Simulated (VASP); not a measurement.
# LiGeH3 (P6_3/mmc) in VASP: single point with PBE

Aim: the single point of LiGeH3 with PBE.

Program: VASP 6.6.1. These are calculated values, not measurements. Logs are shortened: lines on timing, memory, paths and dates and some standing lists are left out, and cuts for length are marked.

**1. The crystal as given**

The structure is hexagonal, space group P6_3/mmc (No. 194). The conventional cell has a = 4.242 Å, b = 4.242 Å, c = 6.105 Å, α = 90.00°, β = 90.00°, γ = 120.00°. Li (site symmetry -6m2) has 6 H at 2.12 Å as nearest neighbours. Ge (site symmetry -3m) is surrounded by 6 H at 1.94 Å. H (site symmetry mm2) is surrounded by 2 Ge at 1.94 Å and 4 H at 2.08 to 2.16 Å and 2 Li at 2.12 Å.

The cell was built by a generator and needn't be a form met in nature.

**2. Single point, PBE**

File INCAR:

```
PREC = Accurate
ENCUT = 520
EDIFF = 1E-7
ISMEAR = 0
SIGMA = 0.1
LREAL = F
LASPH = T
NELM = 100
ALGO = Fast
ISIF = 2
LWAVE = F
LCHARG = F
GGA = PE
NBANDS = 31
```

File KPOINTS:

```
Automatic mesh
0
Gamma
  9 9 8
```

File POSCAR:

```
LiGeH3
1.0
    4.2419586202      0.0000000000      0.0000000000
   -2.1209793101      3.6736439269      0.0000000000
    0.0000000000      0.0000000000      6.1049166766
Li Ge H
2 2 6
Direct
    0.3333333333      0.6666666667      0.7500000000
    0.6666666667      0.3333333333      0.2500000000
    0.0000000000      0.0000000000      0.0000000000
    0.0000000000      0.0000000000      0.5000000000
    0.8367560483      0.6735120966      0.7500000000
    0.3264879034      0.1632439517      0.7500000000
    0.8367560483      0.1632439517      0.7500000000
    0.1632439517      0.3264879034      0.2500000000
    0.6735120966      0.8367560483      0.2500000000
    0.1632439517      0.8367560483      0.2500000000
```

Potentials or basis: VASP PAW PBE potentials, release 64 (Li_sv, Ge_d, H).

Run with:

```
$ cat potpaw_PBE.64/Li_sv/POTCAR potpaw_PBE.64/Ge_d/POTCAR potpaw_PBE.64/H/POTCAR > POTCAR
$ mpirun -np 1 vasp_std > vasp.out
```

OUTCAR:

```text
PREC = Accurate
   ENCUT = 520
   EDIFF = 1E-7
   ISMEAR = 0
   LREAL = F
   LASPH = T
   NELM = 100
   ISIF = 2
   GGA = PE

 ion  position               nearest neighbor table
   1  0.333  0.667  0.750-
   2  0.667  0.333  0.250-
   3  0.000  0.000  0.000-
   4  0.000  0.000  0.500-
   5  0.837  0.674  0.750-
   6  0.326  0.163  0.750-
   7  0.837  0.163  0.750-
   8  0.163  0.326  0.250-
   9  0.674  0.837  0.250-
  10  0.163  0.837  0.250-

  LATTYP: Found a hexagonal cell.
 ALAT       =     4.2419586202
 C/A-ratio  =     1.4391740286

  Lattice vectors:

 A1 = (   4.2419586202,   0.0000000000,   0.0000000000)
 A2 = (  -2.1209793101,   3.6736439269,   0.0000000000)
 A3 = (   0.0000000000,   0.0000000000,   6.1049166766)

Analysis of symmetry for initial positions (statically):
=====================================================================
 Subroutine PRICEL returns:
 Original cell was already a primitive cell.

 Routine SETGRP: Setting up the symmetry group for a
 hexagonal supercell.

 Subroutine GETGRP returns: Found 24 space group operations
 (whereof 12 operations were pure point group operations)
 out of a pool of 24 trial point group operations.

The static configuration has the point symmetry D_3d.
 The point group associated with its full space group is D_6h.

Analysis of symmetry for dynamics (positions and initial velocities):
=====================================================================
 Subroutine PRICEL returns:
 Original cell was already a primitive cell.

 Routine SETGRP: Setting up the symmetry group for a
 hexagonal supercell.

 Subroutine GETGRP returns: Found 24 space group operations
 (whereof 12 operations were pure point group operations)
 out of a pool of 24 trial point group operations.

The dynamic configuration has the point symmetry D_3d.
 The point group associated with its full space group is D_6h.

 Subroutine INISYM returns: Found 24 space group operations
 (whereof 12 operations are pure point group operations),
 and found     1 'primitive' translations

----------------------------------------------------------------------------------------

                                     Primitive cell

  volume of cell :      95.1356

  direct lattice vectors                    reciprocal lattice vectors
     4.241958620  0.000000000  0.000000000     0.235740159  0.136104644  0.000000000
    -2.120979310  3.673643927  0.000000000     0.000000000  0.272209289  0.000000000
     0.000000000  0.000000000  6.104916677     0.000000000  0.000000000  0.163802399

  length of vectors
     4.241958620  4.241958620  6.104916677     0.272209289  0.272209289  0.163802399

  position of ions in fractional coordinates (direct lattice)
     0.333333333  0.666666667  0.750000000
     0.666666667  0.333333333  0.250000000
     0.000000000  0.000000000  0.000000000
     0.000000000  0.000000000  0.500000000
     0.836756048  0.673512097  0.750000000
     0.326487903  0.163243952  0.750000000
     0.836756048  0.163243952  0.750000000
     0.163243952  0.326487903  0.250000000
     0.673512097  0.836756048  0.250000000
     0.163243952  0.836756048  0.250000000

  ion indices of the primitive-cell ions
   primitive index   ion index
                 1           1
                 2           2
                 3           3
                 4           4
                 5           5
                 6           6
                 7           7
                 8           8
                 9           9
                10          10

----------------------------------------------------------------------------------------

 KPOINTS: Automatic mesh

Automatic generation of k-mesh.
 Grid dimensions read from file:
 generate k-points for:    9    9    8

 Generating k-lattice:

  Cartesian coordinates                     Fractional coordinates (reciprocal lattice)
     0.026193351  0.015122738  0.000000000     0.111111111 -0.000000000  0.000000000
     0.000000000  0.030245477  0.000000000     0.000000000  0.111111111  0.000000000
     0.000000000  0.000000000  0.020475300     0.000000000  0.000000000  0.125000000

  Length of vectors
     0.030245477  0.030245477  0.020475300

  Shift w.r.t. Gamma in fractional coordinates (k-lattice)
     0.000000000  0.000000000  0.000000000

 Subroutine IBZKPT returns following result:
 ===========================================

 Found     60 irreducible k-points:

 Following reciprocal coordinates:
            Coordinates               Weight
  0.000000  0.000000  0.000000      1.000000
  0.111111  0.000000  0.000000      6.000000
  0.222222  0.000000  0.000000      6.000000
  0.333333  0.000000  0.000000      6.000000
  0.444444  0.000000  0.000000      6.000000
  0.111111  0.111111  0.000000      6.000000
[... 16 lines left out ...]
  0.333333  0.222222  0.125000     24.000000
  0.333333  0.333333  0.125000      4.000000
 [... further k-points ...]
   k-points           NKPTS =     60   k-points in BZ     NKDIM =     60   number of bands    NBANDS=     31
   number of dos      NEDOS =    301   number of ions     NIONS =     10
   total plane-waves  NPLWV =  49152
   dimension x,y,z NGX =    32 NGY =   32 NGZ =   48
   dimension x,y,z NGXF=    64 NGYF=   64 NGZF=   96
   ions per type =               2   2   6
   NGX,Y,Z   is equivalent  to a cutoff of  12.54, 12.54, 13.07 a.u.
   NGXF,Y,Z  is equivalent  to a cutoff of  25.08, 25.08, 26.14 a.u.
 SYSTEM =  unknown system
   PREC   = accura    normal or accurate (medium, high low for compatibility)
   ISTART =      0    job   : 0-new  1-cont  2-samecut
   ICHARG =      2    charge: 1-file 2-atom 10-const
   ISPIN  =      1    spin polarized calculation?
   LNONCOLLINEAR =      F non collinear calculations
   LSORBIT =      F    spin-orbit coupling
   LASPH  =      T    aspherical Exc in radial PAW
   ENCUT  =  520.0 eV  38.22 Ry    6.18 a.u.   7.89  7.89 11.35*2*pi/ulx,y,z
   NELM   =    100;   NELMIN=  2; NELMDL= -5     # of ELM steps
   EDIFF  = 0.1E-06   stopping-criterion for ELM
   LREAL  =      F    real-space projection
   EDIFFG = 0.1E-05   stopping-criterion for IOM
   NSW    =      0    number of steps for IOM
   IBRION =     -1    ionic relax: 0-MD 1-quasi-New 2-CG
   NFREE  =      0    steps in history (QN), initial steepest desc. (CG)
   ISIF   =      2    stress and relaxation
   ISYM   =      2    0-nonsym 1-usesym 2-fastsym
   POTIM  = 0.5000    time-step for ionic-motion
   TEBEG  =    0.0;   TEEND  =   0.0 temperature during run
   PSTRESS=    0.0 pullay stress
   NELECT =      40.0000    total number of electrons
   NUPDOWN=      -1.0000    fix difference up-down
   EMIN   =  10.00;   EMAX   =-10.00  energy-range for DOS
   EFERMI =   0.00;   METHOD = LEGACY
   ISMEAR =     0;   SIGMA  =   0.10  broadening in eV -4-tet -1-fermi 0-gaus
   EFERMI_NEDOS =   21; number of points for ismear=-14 and -15
   IALGO  =     68    algorithm
   IMIX   =      4    mixing-type and parameters
     AMIX     =   0.40;   BMIX     =  1.00
     AMIX_MAG =   1.60;   BMIX_MAG =  1.00
  volume/ion in A,a.u.               =       9.51        64.20
  Fermi-wavevector in a.u.,A,eV,Ry     =   1.226442  2.317640 20.465346  1.504160
  Thomas-Fermi vector in A             =   2.361443
   LORBIT       =      0    0 simple, 1 ext, 2 COOP (PROOUT), +10 PAW based schemes
   GGA     = PE    functional components
   LHFCALC =     F    Hartree Fock is set to
   AEXX    =    0.0000 exact exchange contribution
   IVDW    =     0    specifies the selected vdW correction
   LEPSILON=     F    determine dielectric tensor
   LRPA    =     F    only Hartree local field effects (RPA)
 non-spin polarized calculation
 RMM-DIIS sequential band-by-band and
 Gauss-broadening in eV      SIGMA  =   0.10
  energy-cutoff  :      520.00
  volume of cell :       95.14
 maximum number of plane-waves:      2584
 NGX is ok and might be reduce to    32
   NGX = 15   NGY = 15   NGZ = 23

 number of electron      40.0000032 magnetization

 Free energy of the ion-electron system (eV)
  ---------------------------------------------------
  ext. energy  EPLUGINS =         0.00000000
  ---------------------------------------------------
  free energy    TOTEN  =       -30.50471426 eV

  energy without entropy =      -30.49856966  energy(sigma->0) =      -30.50164196

 E-fermi :   3.5488     XC(G=0):  -9.3511

 val. band max:        3.5398233982   @ k =   0.2222   0.0000   0.1250
 cond. band min:       3.5569187878   @ k =   0.3333   0.3333   0.2500
 fundamental gap:      0.0170953896
 Fermi energy:         3.5488369668

 k-point     1 :       0.0000    0.0000    0.0000
  band No.  band energies     occupation
      1     -43.5808      2.00000
      2     -43.5798      2.00000
      3     -21.5217      2.00000
      4     -21.4927      2.00000
      5     -21.4927      2.00000
      6     -21.4598      2.00000
[... 23 lines left out ...]
     30       8.2785      0.00000
     31      11.8364      0.00000

 k-point     2 :       0.1111    0.0000    0.0000
  band No.  band energies     occupation
      1     -43.5807      2.00000
      2     -43.5798      2.00000
      3     -21.5216      2.00000
      4     -21.4929      2.00000
      5     -21.4928      2.00000
      6     -21.4598      2.00000
[... 23 lines left out ...]
     30       8.9387      0.00000
     31      10.5721      0.00000

 k-point     3 :       0.2222    0.0000    0.0000
  band No.  band energies     occupation
      1     -43.5805      2.00000
      2     -43.5798      2.00000
      3     -21.5213      2.00000
      4     -21.4935      2.00000
      5     -21.4929      2.00000
      6     -21.4597      2.00000
[... 703 lines left out ...]
     30      11.5999      0.00000
     31      12.2887      0.00000

 k-point    24 :       0.3333    0.3333    0.1250
  band No.  band energies     occupation
      1     -43.5799      2.00000
      2     -43.5799      2.00000
      3     -21.5171      2.00000
      4     -21.4926      2.00000
      5     -21.4926      2.00000
      6     -21.4579      2.00000
[... 23 lines left out ...]
     30      11.3664      0.00000
     31      11.3664      0.00000

 [... further k-points ...]

------------------------ aborting loop because EDIFF is reached ----------------------------------------

  FORCE on cell =-STRESS in cart. coord.  units (eV):
  Direction    XX          YY          ZZ          XY          YZ          ZX
  --------------------------------------------------------------------------------------
  -------------------------------------------------------------------------------------
  Total       -0.0797777     -0.0797777     -0.0768895      0.0000000      0.0000000     -0.0000000
  in kB       -1.3435345     -1.3435345     -1.2948951      0.0000000      0.0000000     -0.0000000
  external PRESSURE =      -1.3273214 kB  Pullay stress =       0.0000000 kB

 VOLUME and BASIS-vectors are now :
 -----------------------------------------------------------------------------
  energy-cutoff  :      520.00
  volume of cell :       95.14
      direct lattice vectors                 reciprocal lattice vectors
     4.241958620  0.000000000  0.000000000     0.235740159  0.136104644  0.000000000
    -2.120979310  3.673643927  0.000000000     0.000000000  0.272209289  0.000000000
     0.000000000  0.000000000  6.104916677     0.000000000  0.000000000  0.163802399

 POSITION                                       TOTAL-FORCE (eV/Angst)
 -----------------------------------------------------------------------------------
     -0.00000      2.44910      4.57869         0.000000      0.000000      0.000000
      2.12098      1.22455      1.52623         0.000000      0.000000      0.000000
      0.00000      0.00000      0.00000         0.000000      0.000000      0.000000
      0.00000      0.00000      3.05246         0.000000      0.000000      0.000000
      2.12098      2.47424      4.57869         0.000000     -0.002281     -0.000000
      1.03871      0.59970      4.57869         0.001975      0.001140     -0.000000
      3.20325      0.59970      4.57869        -0.001975      0.001140      0.000000
     -0.00000      1.19940      1.52623         0.000000      0.002281      0.000000
      1.08227      3.07394      1.52623        -0.001975     -0.001140      0.000000
     -1.08227      3.07394      1.52623         0.001975     -0.001140     -0.000000
 -----------------------------------------------------------------------------------
    total drift:                                0.000000     -0.000000      0.000000

  FREE ENERGIE OF THE ION-ELECTRON SYSTEM (eV)
  ---------------------------------------------------
  free  energy   TOTEN  =       -30.5047142634 eV

  energy  without entropy=      -30.4985696577  energy(sigma->0) =      -30.50164196
```

Run time: 5.3 min. Hardware: 1 thread of AMD EPYC 9R45 (Zen 5), shared host; peak memory 0.28 GiB.

Results:

| Quantity | Value |
| --- | --- |
| Free energy | -30.5047 eV |
| Band gap on the k mesh | none (metal or under the smearing width) |

Forces in eV/Å, atoms in the order of the input:
```
Li   0.000  0.000  0.000
Li   0.000  0.000  0.000
Ge   0.000  0.000  0.000
Ge   0.000  0.000  0.000
H    0.000 -0.002  0.000
H    0.002  0.001  0.000
H   -0.002  0.001  0.000
H    0.000  0.002  0.000
H   -0.002 -0.001  0.000
H    0.002 -0.001  0.000
```

Caveat: the cutoff is under 1.25 times the usual one of these potentials, so pressure, stress and relaxed cells hold a basis-set (Pulay) error.
